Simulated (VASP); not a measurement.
All values below come from PBE GGA with spin-orbit coupling, VASP's PBE PAW potentials (set 64) (plane waves; VASP).

A VASP calculation is set up with these files.

**INCAR**
```
LASPH = .True.
ENCUT = 400
LREAL = .False.   # projection in real space or not
ISMEAR = 1   # Methfessel-Paxton
LCHARG = .False.
EDIFF = 1E-6
GGA_COMPAT = .False.
NELM = 100   # most electronic steps
PREC = Accurate
LWAVE = .False.
SYSTEM = Mg
GGA = PE
ALGO = Normal
ISIF = 2   # forces and stress, cell fixed
SIGMA = 0.1   # width (eV)
LSORBIT = .True.
MAGMOM = 0 0 0 0 0 0
```

**KPOINTS**
```
Automatic mesh
0
Gamma
12 12 6
0 0 0
```

POSCAR:
```
Mg
1
    1.6371000000    -2.8355410000     0.0000000000
    1.6371000000     2.8355410000     0.0000000000
    0.0000000000     0.0000000000     5.3142000000
Mg
2
Direct
  0.3333330000   0.6666670000   0.2500000000
  0.6666670000   0.3333330000   0.7500000000
```

POTCAR, in this order: Mg (PBE.64 set). Program: vasp_ncl.

The run wrote:

### OUTCAR
```
 ion  position               nearest neighbor table
   1  0.333  0.667  0.250-   2 3.26   2 3.26   2 3.26   2 3.26   2 3.26   2 3.26
   2  0.667  0.333  0.750-   1 3.26   1 3.26   1 3.26   1 3.26   1 3.26   1 3.26
  LATTYP: Found a hexagonal cell.
 ALAT       =     3.2742005395
 C/A-ratio  =     1.6230526921
 Subroutine PRICEL returns:
 Original cell was already a primitive cell.
 Subroutine GETGRP returns: Found 24 space group operations
The static configuration has the point symmetry D_3d.
 The point group associated with its full space group is D_6h.
The dynamic configuration has the point symmetry D_3d.
The overall configuration has the point symmetry D_3d.
 Subroutine INISYM returns: Found 24 space group operations
 Subroutine IBZKPT returns following result:
 Found     76 irreducible k-points:

 Following reciprocal coordinates:
            Coordinates               Weight
  0.000000  0.000000  0.000000      1.000000
  0.083333  0.000000  0.000000      6.000000
  0.166667  0.000000  0.000000      6.000000
  0.250000  0.000000  0.000000      6.000000
  0.333333  0.000000  0.000000      6.000000
  0.416667  0.000000  0.000000      6.000000
  0.500000  0.000000  0.000000      3.000000
  0.083333  0.083333  0.000000      6.000000
  0.166667  0.083333  0.000000     12.000000
  0.250000  0.083333  0.000000     12.000000
  0.333333  0.083333  0.000000     12.000000
  0.416667  0.083333  0.000000     12.000000
  0.166667  0.166667  0.000000      6.000000
  0.250000  0.166667  0.000000     12.000000
  0.333333  0.166667  0.000000     12.000000
  0.416667  0.166667  0.000000      6.000000
  0.250000  0.250000  0.000000      6.000000
  0.333333  0.250000  0.000000     12.000000
  0.333333  0.333333  0.000000      2.000000
  0.000000  0.000000  0.166667      2.000000
  0.083333  0.000000  0.166667     12.000000
...
```

### OSZICAR
```
       N       E                     dE             d eps       ncg     rms          rms(c)
DAV:   1     0.796956525562E+00    0.79696E+00   -0.10505E+03  1824   0.386E+02
DAV:   2    -0.289663734835E+01   -0.36936E+01   -0.35025E+01  2384   0.454E+01
DAV:   3    -0.299917561096E+01   -0.10254E+00   -0.10018E+00  2464   0.565E+00
DAV:   4    -0.299969159515E+01   -0.51598E-03   -0.51515E-03  2108   0.459E-01
DAV:   5    -0.299969671481E+01   -0.51197E-05   -0.51194E-05  2252   0.487E-02    0.965E-01
DAV:   6    -0.299410333089E+01    0.55934E-02   -0.79646E-04  2116   0.309E-01    0.619E-01
DAV:   7    -0.298658251993E+01    0.75208E-02   -0.31582E-03  1952   0.542E-01    0.357E-02
DAV:   8    -0.298659769336E+01   -0.15173E-04   -0.18367E-05  2392   0.352E-02    0.847E-03
DAV:   9    -0.298659571558E+01    0.19778E-05   -0.16086E-06  2044   0.910E-03    0.133E-03
DAV:  10    -0.298659561847E+01    0.97104E-07   -0.63556E-09  1272   0.683E-04
   1 F= -.29865956E+01 E0= -.29860354E+01  d E =-.168069E-02  mag=     0.0000     0.0000    -0.0000
```

OUTCAR:
```
------------------------ aborting loop because EDIFF is reached ----------------------------------------
  FORCE on cell =-STRESS in cart. coord.  units (eV):
  Direction    XX          YY          ZZ          XY          YZ          ZX
  --------------------------------------------------------------------------------------
  Total       -0.6452740     -0.6452743     -0.8508329      0.0000000      0.0000000      0.0000000
  in kB      -20.9544242    -20.9544334    -27.6296777      0.0000000      0.0000000      0.0000000
  external PRESSURE =     -23.1795118 kB  Pullay stress =       0.0000000 kB
  volume of cell :       49.34
      direct lattice vectors                 reciprocal lattice vectors
     1.637100000 -2.835541000  0.000000000     0.305418117 -0.176333194  0.000000000
     1.637100000  2.835541000  0.000000000     0.305418117  0.176333194  0.000000000
     0.000000000  0.000000000  5.314200000     0.000000000  0.000000000  0.188175078
 POSITION                                       TOTAL-FORCE (eV/Angst)
 -----------------------------------------------------------------------------------
      1.63710      0.94518      1.32855         0.000000      0.000000      0.000000
      1.63710     -0.94518      3.98565        -0.000000     -0.000000     -0.000000
 -----------------------------------------------------------------------------------
    total drift:                                0.000001     -0.000000      0.000000
  FREE ENERGIE OF THE ION-ELECTRON SYSTEM (eV)
  ---------------------------------------------------
  free  energy   TOTEN  =        -2.9865956185 eV

  energy  without entropy=       -2.9849149318  energy(sigma->0) =       -2.98603539

 Ion:    1  E_soc:     -0.0000323

 Ion:    2  E_soc:     -0.0000323
```
(Selected blocks of OUTCAR.)

OUTCAR:
```
 val. band max:        2.2009427839   @ k =   0.3333   0.1667   0.1667

 cond. band min:       2.2650885415   @ k =   0.2500   0.0833   0.0000


 Fermi energy:         2.2111703187

 k-point     1 :       0.0000    0.0000    0.0000
  band No.  band energies     occupation
      1      -4.3580      1.00000
      2      -4.3580      1.00000
      3       0.7056      1.00000
      4       0.7056      1.00000
      5       1.0258      1.00000
      6       1.0258      1.00000
      7      12.7567      0.00000
      8      12.7612      0.00000
      9      12.7730      0.00000
     10      12.7814      0.00000
     11      12.7930      0.00000
     12      12.7954      0.00000

 k-point     2 :       0.0833    0.0000    0.0000
  band No.  band energies     occupation
      1      -4.2278      1.00000
      2      -4.2278      1.00000
      3       0.8255      1.00000
      4       0.8255      1.00000
      5       1.1533      1.00000
      6       1.1533      1.00000
      7      10.5525      0.00000
      8      10.5525      0.00000
      9      11.5566      0.00000
     10      11.5566      0.00000
     11      12.3804      0.00000
     12      12.3804      0.00000

 k-point     3 :       0.1667    0.0000    0.0000
  band No.  band energies     occupation
      1      -3.8381      1.00000
      2      -3.8381      1.00000
      3       1.1852      1.00000
      4       1.1852      1.00000
      5       1.5318      1.00000
      6       1.5318      1.00000
      7       8.1282      0.00000
      8       8.1282      0.00000
      9      10.5559      0.00000
     10      10.5559      0.00000
     11      11.2527      0.00000
     12      11.2527      0.00000

 k-point     4 :       0.2500    0.0000    0.0000
  band No.  band energies     occupation
      1      -3.1919      1.00000
      2      -3.1919      1.00000
      3       1.7851      1.00000
      4       1.7851      1.00000
      5       2.1433      0.95215
      6       2.1433      0.95215
...
```

The compound is Mg in the hcp structure. The cell was not relaxed at this level. The run is one of a series of settings (GGA_COMPAT = .FALSE., LSORBIT = .TRUE., MAGMOM = 0 0 0 0 0 0, program vasp_ncl against the base run), some of them coarse on purpose.
